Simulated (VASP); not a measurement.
Given:

```xyz
3
Lattice="1.8799 -3.2560 0.0000 1.8799 3.2560 0.0000 0.0000 0.0000 6.0609" Properties=species:S:1:pos:R:3 pbc="T T T"
Pt     0.0000     0.0000     0.0000
Se     1.8799     1.0853     1.3022
Se     1.8799    -1.0853     4.7586
```

Computed with PBE GGA, VASP's PBE PAW potentials (set 64) (plane waves; VASP). Run with 480 eV cut-off, 6×6×4 Γ-centred mesh, Gaussian smearing of 0.050 eV, potentials Pt Se.

Energy and stress use the plane-wave basis of the starting cell. Without a dispersion term in the relaxation, distances and binding between the weakly bound layers, chains or molecules are unreliable, and so is what depends on them.

### Question
The ions, cell shape and volume at an external pressure of 1.0 GPa are relaxed. Predict the relaxed structure.

### Answer

```xyz
3
Lattice="1.8864 -3.2673 0.0000 1.8864 3.2673 0.0000 0.0000 0.0000 5.2673" Properties=species:S:1:pos:R:3 pbc="T T T"
Pt     0.0000     0.0000     0.0000
Se     1.8864     1.0891     1.2921
Se     1.8864    -1.0891     3.9752
```
Space group P-3m1 (164), at a tolerance of 0.03 Å.

### Question
How do energy and volume change from the first to the last step?

### Answer
The energy (σ→0) changes by +9.0 meV/atom and the volume by -12.5 %, in 22 ionic steps.

```json
[
 {"step": "1", "E(σ→0) (eV)": "-14.2988", "max force (eV/Å)": "0.011", "pressure (GPa)": "-0.03", "volume (Å³)": "74.19"},
 {"step": "2", "E(σ→0) (eV)": "-14.2865", "max force (eV/Å)": "0.287", "pressure (GPa)": "2.38", "volume (Å³)": "72.50"},
 {"step": "3", "E(σ→0) (eV)": "-14.2966", "max force (eV/Å)": "0.116", "pressure (GPa)": "0.99", "volume (Å³)": "73.45"},
 {"step": "4", "E(σ→0) (eV)": "-14.2965", "max force (eV/Å)": "0.100", "pressure (GPa)": "0.98", "volume (Å³)": "73.23"},
 {"step": "5", "E(σ→0) (eV)": "-14.2953", "max force (eV/Å)": "0.056", "pressure (GPa)": "0.99", "volume (Å³)": "72.58"},
 {"step": "6", "E(σ→0) (eV)": "-14.2902", "max force (eV/Å)": "0.030", "pressure (GPa)": "1.04", "volume (Å³)": "71.29"},
 {"step": "7", "E(σ→0) (eV)": "-14.2905", "max force (eV/Å)": "0.034", "pressure (GPa)": "0.98", "volume (Å³)": "71.15"},
 {"step": "8", "E(σ→0) (eV)": "-14.2909", "max force (eV/Å)": "0.044", "pressure (GPa)": "0.82", "volume (Å³)": "70.70"},
 {"step": "9", "E(σ→0) (eV)": "-14.2907", "max force (eV/Å)": "0.060", "pressure (GPa)": "0.53", "volume (Å³)": "69.81"},
 {"step": "10", "E(σ→0) (eV)": "-14.2858", "max force (eV/Å)": "0.076", "pressure (GPa)": "0.08", "volume (Å³)": "67.98"},
 {"step": "11", "E(σ→0) (eV)": "-14.2839", "max force (eV/Å)": "0.022", "pressure (GPa)": "0.53", "volume (Å³)": "67.38"},
 {"step": "12", "E(σ→0) (eV)": "-14.2805", "max force (eV/Å)": "0.044", "pressure (GPa)": "1.08", "volume (Å³)": "66.69"},
 {"step": "13", "E(σ→0) (eV)": "-14.2794", "max force (eV/Å)": "0.062", "pressure (GPa)": "1.22", "volume (Å³)": "66.52"},
 {"step": "14", "E(σ→0) (eV)": "-14.2784", "max force (eV/Å)": "0.064", "pressure (GPa)": "1.24", "volume (Å³)": "66.33"},
 {"step": "15", "E(σ→0) (eV)": "-14.2757", "max force (eV/Å)": "0.077", "pressure (GPa)": "1.29", "volume (Å³)": "65.77"},
 {"step": "16", "E(σ→0) (eV)": "-14.2695", "max force (eV/Å)": "0.070", "pressure (GPa)": "1.46", "volume (Å³)": "64.65"},
 {"step": "17", "E(σ→0) (eV)": "-14.2693", "max force (eV/Å)": "0.017", "pressure (GPa)": "0.83", "volume (Å³)": "64.59"},
 {"step": "18", "E(σ→0) (eV)": "-14.2696", "max force (eV/Å)": "0.023", "pressure (GPa)": "1.12", "volume (Å³)": "64.62"},
 {"step": "19", "E(σ→0) (eV)": "-14.2696", "max force (eV/Å)": "0.022", "pressure (GPa)": "1.11", "volume (Å³)": "64.62"},
 {"step": "20", "E(σ→0) (eV)": "-14.2702", "max force (eV/Å)": "0.015", "pressure (GPa)": "1.07", "volume (Å³)": "64.70"},
 {"step": "21", "E(σ→0) (eV)": "-14.2719", "max force (eV/Å)": "0.005", "pressure (GPa)": "0.94", "volume (Å³)": "64.94"},
 {"step": "22", "E(σ→0) (eV)": "-14.2718", "max force (eV/Å)": "0.004", "pressure (GPa)": "1.05", "volume (Å³)": "64.93"}
]
```

The compound is PtSe2 in the 1T layered structure. This run relaxes it under an external pressure of 1 GPa. Symmetry was kept, so distortions that lower it aren't found. The k-mesh is coarse (spacing up to 0.32 per Å, 2π included), so the numbers may not be converged in it.
